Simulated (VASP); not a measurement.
Input:

```
CELL_PARAMETERS angstrom
      3.94086     0.00000     0.00000
      0.00000     3.94086     0.00000
      0.00000     0.00000     4.00432
ATOMIC_POSITIONS crystal
  Ba 0.00000 0.00000 0.00040
  Ti 0.50000 0.50000 0.51438
  O  0.50000 0.50000 0.97755
  O  0.00000 0.50000 0.48584
  O  0.50000 0.00000 0.48584
```

Computed with LDA (Ceperley-Alder, Perdew-Zunger), VASP's LDA PAW potentials (set 64) (plane waves; VASP). Settings: 520 eV cut-off, Gaussian smearing of 0.050 eV, potentials Ba_sv Ti_sv O.

Unless said otherwise, spin-orbit coupling is left out, though it shifts the bands of the heavy elements here.

### Question
Give the energies of bands 12 to 23 at the high-symmetry points, in eV from the valence-band maximum.

### Answer

| band | Γ | X | M | Z | R | A |
|---|---|---|---|---|---|---|
| 12 | -2.38 | -4.17 | -4.49 | -4.16 | -4.45 | -4.62 |
| 13 | -2.34 | -2.95 | -4.35 | -2.93 | -4.34 | -4.00 |
| 14 | -2.34 | -2.95 | -4.02 | -2.93 | -3.98 | -3.97 |
| 15 | -1.38 | -2.39 | -2.99 | -2.14 | -3.03 | -2.51 |
| 16 | -1.38 | -2.10 | -2.99 | -2.07 | -2.89 | -2.46 |
| 17 | -1.26 | -1.97 | -1.81 | -2.03 | -1.75 | -2.46 |
| 18 | -0.37 | -1.81 | -0.96 | -2.03 | -0.95 | -0.16 |
| 19 | -0.33 | -1.07 | -0.96 | -0.72 | -0.92 | -0.16 |
| 20 | -0.33 | -0.93 | -0.09 | -0.72 | -0.25 | 0.00 |
| 21 | 1.75 | 2.18 | 3.72 | 1.92 | 3.66 | 4.33 |
| 22 | 2.04 | 3.65 | 3.72 | 3.65 | 3.68 | 4.33 |
| 23 | 2.04 | 3.70 | 4.11 | 3.65 | 4.04 | 4.38 |

The gap is indirect, 1.75 eV, from the valence maximum at A to the conduction minimum at Γ.

The compound is BaTiO3 in the tetragonal perovskite structure. It was relaxed first.
